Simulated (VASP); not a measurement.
Level of theory: r2SCAN meta-GGA, VASP's PBE PAW potentials (set 64) (plane waves; VASP 6.6.1).

VASP input:

**INCAR**
```
! general
SYSTEM  = CdS
PREC    = Accurate
ENCUT   = 520
LREAL   = .False.   ! projection in real space or not
LASPH   = .True.

! electronic loop
EDIFF   = 1E-6   ! SCF stop (eV)
NELM    = 100   ! most electronic steps
ALGO    = Normal
LMAXMIX = 4   ! l cut-off of mixed one-centre charges
LMIXTAU = .True.

! smearing
ISMEAR  = 0
SIGMA   = 0.05   ! width (eV)

! functional
METAGGA = R2SCAN

! ions
IBRION  = 2   ! conjugate gradients
NSW     = 60   ! most ionic steps
ISIF    = 3   ! ions, shape and volume
EDIFFG  = -0.02   ! ionic stop

! output
LWAVE   = .False.
LCHARG  = .False.
```

**POSCAR**
```
CdS
1.0
  2.0858775257  -3.6128456773   0.0000000000
  2.0858775257   3.6128456773   0.0000000000
  0.0000000000   0.0000000000   6.7748669168
Cd S
2 2
Cart
  2.0858775257  -1.2042843010   3.3872889017
  2.0858775257   1.2042843010   6.7747223601
  2.0858775257  -1.2042843010   5.9417028427
  2.0858775257   1.2042843010   2.5542693843
```

File KPOINTS:
```
Automatic mesh
0
Gamma
  6 6 3
```

POTCAR, in this order: Cd S (PBE.64 set). Program: vasp_std.

### Question
What does the run give for the energy per atom (σ→0), band gap (on the k-mesh)?

### Answer

| Item | Value |
|---|---|
| energy per atom (σ→0) | -14.845 eV/atom |
| band gap (on the k-mesh) | 1.61 eV |

File OSZICAR:
```
...
DAV:  20    -0.593802712720E+02   -0.28432E-03   -0.63460E-04   634   0.236E-01    0.383E-02
DAV:  21    -0.593802981283E+02   -0.26856E-04   -0.51296E-05   640   0.678E-02    0.284E-02
DAV:  22    -0.593803105621E+02   -0.12434E-04   -0.13075E-05   682   0.273E-02    0.301E-02
DAV:  23    -0.593803146774E+02   -0.41153E-05   -0.14723E-05   676   0.204E-02    0.419E-02
DAV:  24    -0.593803173395E+02   -0.26621E-05   -0.35442E-06   516   0.206E-02    0.326E-02
DAV:  25    -0.593803144906E+02    0.28489E-05   -0.71439E-06   636   0.206E-02    0.118E-02
DAV:  26    -0.593803144984E+02   -0.78226E-08   -0.12119E-06   416   0.914E-03
   1 F= -.59380314E+02 E0= -.59380314E+02  d E =-.593803E+02
```

The compound is CdS in the wurtzite structure. It was relaxed first. The start is the result of an earlier pass.
